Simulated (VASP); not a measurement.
An input for Ansatz (written as the equivalent of a VASP run, and not itself run):

Ansatz 0.2 input:
```yaml
crystal:
  lattice:
    - [3.9460781, 0.0000000, 0.0000000]
    - [0.0000000, 3.9460781, 0.0000000]
    - [0.0000000, 0.0000000, 3.9460781]
  atoms:
    - { symbol: Sr, position: [0.0000000, 0.0000000, 0.0000000] }
    - { symbol: Ti, position: [0.5000000, 0.5000000, 0.5000000] }
    - { symbol: O, position: [0.5000000, 0.0000000, 0.5000000] }
    - { symbol: O, position: [0.0000000, 0.5000000, 0.5000000] }
    - { symbol: O, position: [0.5000000, 0.5000000, 0.0000000] }
kpoints:
  mp_grid: { grid: [5, 5, 5] }
hamiltonian:
  xc: pbe
  pseudopotentials: { kind: paw }
scf:
  occupations: { method: gaussian, width: 0.05 }
  max_iter: 100
relax:
  max_steps: 60
  f_tol: 0.02
  cell: {}
output: { forces: true, stress: true, eigenvalues: true }
```

### Question
Translate this input to VASP (INCAR, KPOINTS, POSCAR, choice of POTCAR).

### Answer
Several could match; the one computed here: 
**POSCAR**
```
SrTiO3
1
    3.9460781431    -0.0000000000     0.0000000000
    0.0000000000     3.9460781431     0.0000000000
   -0.0000000000    -0.0000000000     3.9460781431
Sr Ti O
1 1 3
Direct
  0.0000000000   0.0000000000   0.0000000000
  0.5000000000   0.5000000000   0.5000000000
  0.5000000000   0.0000000000   0.5000000000
  0.0000000000   0.5000000000   0.5000000000
  0.5000000000   0.5000000000   0.0000000000
```

KPOINTS:
```
K-points
0
Gamma
5 5 5
```

**INCAR**
```
# general
SYSTEM   =  SrTiO3
PREC     =  Accurate
ENCUT    =  480   # plane-wave cut-off (eV)
LREAL    =  .False.   # projection in real space or not
LASPH    =  .True.   # aspherical one-centre terms

# electronic loop
EDIFF    =  1E-6   # SCF stop (eV)
NELM     =  100   # most electronic steps
ALGO     =  Normal   # blocked Davidson
LMAXMIX  =  4

# smearing
ISMEAR   =  0   # Gaussian
SIGMA    =  0.05   # width (eV)

# functional
GGA      =  PE   # PBE

# ions
IBRION   =  2
NSW      =  60
ISIF     =  3   # ions, shape and volume
EDIFFG   =  -0.02   # ionic stop

# output
LWAVE    =  .False.
LCHARG   =  .False.
```

POTCAR, in this order: Sr_sv Ti O (PBE.64 set). Program: vasp_std.

What does not carry over: each code has its own PAW files, so the cut-off isn't converted (ENCUT is set for VASP's; basis.ecutwfc is left out, and Ansatz then takes the one that its files recommend); Ansatz stops its SCF on the density residual and VASP on the energy change (EDIFF).

The compound is SrTiO3 in the cubic perovskite structure, the ideal cubic form; the compound distorts at low or room temperature. It was relaxed first. The start is the result of an earlier pass.
